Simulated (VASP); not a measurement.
OSZICAR of a VASP run on CdTe (zinc blende):

**OSZICAR**
```
       N       E                     dE             d eps       ncg     rms          rms(c)
DAV:   1     0.983261538882E+02    0.98326E+02   -0.83182E+03   520   0.117E+03
DAV:   2    -0.180426447223E+01   -0.10013E+03   -0.96269E+02   580   0.273E+02
DAV:   3    -0.570621581618E+01   -0.39020E+01   -0.38898E+01   640   0.564E+01
DAV:   4    -0.574359496152E+01   -0.37379E-01   -0.37373E-01   691   0.479E+00
DAV:   5    -0.574385594633E+01   -0.26098E-03   -0.26098E-03   633   0.312E-01    0.555E+00
DAV:   6    -0.550654131269E+01    0.23731E+00   -0.53701E-01   570   0.101E+01    0.459E+00
DAV:   7    -0.548893436124E+01    0.17607E-01   -0.11188E-01   595   0.254E+00    0.186E+00
DAV:   8    -0.548796717166E+01    0.96719E-03   -0.99152E-03   550   0.139E+00    0.529E-01
DAV:   9    -0.548793883811E+01    0.28334E-04   -0.79025E-04   595   0.333E-01    0.121E-01
DAV:  10    -0.548797011275E+01   -0.31275E-04   -0.11564E-04   565   0.113E-01    0.548E-02
DAV:  11    -0.548799462218E+01   -0.24509E-04   -0.48043E-05   543   0.459E-02    0.342E-02
DAV:  12    -0.548799279187E+01    0.18303E-05   -0.44694E-06   615   0.164E-02    0.177E-02
DAV:  13    -0.548799271520E+01    0.76673E-07   -0.38653E-07   310   0.432E-03
   1 F= -.54879927E+01 E0= -.54879927E+01  d E =-.548799E+01
```

Q: Which electronic solver shows in the log?

A: It is blocked Davidson (ALGO = Normal, or the opening steps of other solvers). The INCAR had ALGO = Normal.

Q: Can the final energy be trusted as converged?

A: Self-consistency was reached. It stopped with EDIFF = 1E-6, NELM = 100, NSW = 40 and EDIFFG = -0.02 after 1 ionic step (PBEsol GGA, plane waves, VASP's PBE PAW potentials (set 64)).

The compound is CdTe in the zinc blende structure. It was relaxed first.
